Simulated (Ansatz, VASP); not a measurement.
**GdSi3 in VASP and in Ansatz**

```
Gd Si
1.0
     4.16475    0.00000    0.00000
     0.00000    4.16475    0.00000
     0.00000    0.00000    4.16475
Gd Si
1 3
Direct
  0.00000 0.00000 0.00000
  0.00000 0.50000 0.50000
  0.50000 0.50000 0.00000
  0.50000 0.00000 0.50000
```

Alike in both runs: task single point; functional PBE; k mesh 4 × 4 × 4; occupations gaussian, width 0.05 eV; collinear spin; Hubbard terms Gd f U = 6.0 eV.

```csv
,VASP,Ansatz
version,VASP 6.6.1,Ansatz 0.2.0
potentials or method,"VASP PAW PBE potentials, release 64 (Gd, Si)","scalar-relativistic, plane waves, PAW"
plane-wave cutoff (eV),520,420
valence electrons in the cell,30,30
```

```tsv
	VASP	Ansatz	Ansatz less VASP
gap on the k mesh at the Fermi level (eV)	none	none	-
pressure (GPa)	-0.9	-0.9	-0.06
net moment per atom (μB)	1.81	1.80	-0.011
size of the moment on the site where the two differ most (μB)	6.89	7.04	+0.151
```

Site moments also hang on the region over which each program counts them. The programs project onto different local orbitals, so the same U acts differently. A gap of «none» marks a metal or a gap that the smearing closes. Ansatz warned: «filled_band_counts_differ_across_k_points».

Caveats: the k mesh is coarse (spacing up to 0.38 Å⁻¹), so the values aren't converged; spin-orbit coupling is left out, which moves the levels of the heavy elements. The state reached can hang on the start; a lower one may exist.
